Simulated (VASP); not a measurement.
Input:

```
CELL_PARAMETERS angstrom
      3.78441     0.00000     0.00000
      0.00000     3.78441     0.00000
      0.00000     0.00000     3.78441
ATOMIC_POSITIONS crystal
  Cu 0.00000 0.50000 0.50000
  Cu 0.50000 0.00000 0.50000
  Cu 0.50000 0.50000 0.00000
  Au 0.00000 0.00000 0.00000
```

Computed with PBE GGA, VASP's PBE PAW potentials (set 64) (plane waves; VASP). Run with 500 eV cut-off, 8×8×8 Γ-centred mesh, first-order Methfessel-Paxton smearing of 0.10 eV, potentials Cu Au.

Unless said otherwise, spin-orbit coupling is left out, though it shifts the bands of the heavy elements here.

What does the run give for the energy per atom (σ→0), band gap (on the k-mesh) with the smallest direct gap where there is one?

```yaml
band gap (on the k-mesh): none (metal, semimetal or under 0.01 eV)
energy per atom (σ→0): -3645 meV/atom
```

Only differences to runs with the same potentials and settings are physical.

The compound is Cu3Au in the L1_2 structure. It was relaxed first.
